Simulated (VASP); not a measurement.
An input for Ansatz (written as the equivalent of a VASP run, and not itself run):

Ansatz 0.2 input:
```yaml
crystal:
  lattice:
    - [0.0000000, 2.8721378, 2.8721378]
    - [2.8721378, 0.0000000, 2.8721378]
    - [2.8721378, 2.8721378, 0.0000000]
  atoms:
    - { symbol: Cd, position: [0.0000000, 0.0000000, 0.0000000] }
    - { symbol: S, position: [0.2500000, 0.2500000, 0.2500000] }
kpoints:
  mp_grid: { grid: [8, 8, 8] }
hamiltonian:
  xc: pbe
  dispersion: d4
  pseudopotentials: { kind: paw }
scf:
  occupations: { method: gaussian, width: 0.05 }
  max_iter: 100
output: { forces: true, stress: true, eigenvalues: true }
```

Task: Translate this input to VASP (INCAR, KPOINTS, POSCAR, choice of POTCAR).

Result: Several could match; the one computed here: 
POSCAR:
```
CdS
4.0618160
  0.0000000000   0.7071068224   0.7071068224
  0.7071068224   0.0000000000   0.7071068224
  0.7071068224   0.7071068224   0.0000000000
Cd S
1 1
direct
  0.0000000000   0.0000000000   0.0000000000
  0.2500000000   0.2500000000   0.2500000000
```

KPOINTS:
```
Automatic mesh
0
Gamma
8 8 8
0 0 0
```

**INCAR**
```
SYSTEM = CdS
PREC = Accurate; ENCUT = 520; LREAL = F
LASPH = T
EDIFF = 1E-7; NELM = 100; ALGO = Normal
LMAXMIX = 4
ISMEAR = 0; SIGMA = 0.05
GGA = PE; IVDW = 13
ISIF = 2
LWAVE = F; LCHARG = F
```

POTCAR, in this order: Cd S (PBE.64 set). Program: vasp_std.

Limits of the translation: each code has its own PAW files, so the cut-off isn't converted (ENCUT is set for VASP's; basis.ecutwfc is left out, and Ansatz then takes the one that its files recommend); Ansatz stops its SCF on the density residual and VASP on the energy change (EDIFF).

The compound is CdS in the zinc blende structure, a metastable form; wurtzite is the usual one. This cell is one point of a volume scan, at 0.94 of the reference volume.
